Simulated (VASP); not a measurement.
Al3Sc: stress against strain

Al3Sc (L1_2, Pm-3m, 16.874 Å³/atom and stress up to 0.12 GPa in the relaxed cell, cube axes along x, y and z) under a strain ε along a cube axis (axis z), the other axes held. PBEsol in VASP (plane waves, PAW), 480 eV, 12×12×12 Γ-centred mesh, Methfessel-Paxton smearing 0.10 eV; ions are relaxed, or left where forces stay under 0.02 eV/Å, within the symmetry of each cell. Stress is positive for a compressed cell.

Here s stands for strain and y for stress zz.

| strain (%) | stress zz (GPa) |
|---|---|
| -1.50 | 3.09 |
| -1.00 | 2.08 |
| -0.50 | 1.09 |
| 0.00 | 0.12 |
| 0.50 | -0.83 |
| 1.00 | -1.76 |
| 1.50 | -2.66 |
| 3.00 | ? |

Problem. Using a straight line, estimate the missing y at s = 3.00 from the other rows, showing the fit.

Solution. Means: s 0, y 0.161. About the means, the sum of products is -13.425 and the sum of squares of s is 7.0000; the slope is their ratio. Least squares gives y = 0.161 - 1.9179·s. Residuals (row less fit): 0.052, 0.001, -0.030, -0.041, -0.032, -0.003, 0.056; standard error 0.043 (degrees of freedom: 5). The slope gives the elastic constant C11 = about 190 GPa. At the withheld row, y = 0.161 - 1.9179 × 3.0 = -5.593 GPa. The calculation gives -5.18 GPa, 0.413 GPa above the prediction (5.0 % of the range of y in the table). The row lies outside the fitted rows, so this is an extrapolation. From the scatter of the fitted rows alone, a prediction at this place has a standard error of 0.068 GPa, so the miss is 6.1 times that.

A polynomial of degree 2 through the 12 other runs of the series gives -5.21 there, so most of the miss is curvature that the fit leaves out. In a metal these values are sensitive to mesh and smearing; energies are taken to zero smearing, stresses follow the free energy. The runs aren't spin-polarised. Rows are the converged runs of the series near zero and its far end, less any whose ions stayed unrelaxed beside relaxed ones; series whose fitted rows scatter by over a few per cent of the range, as at a crossing or softening among them, aren't shown in this form. Most that stay on the fit to the last digits aren't either.
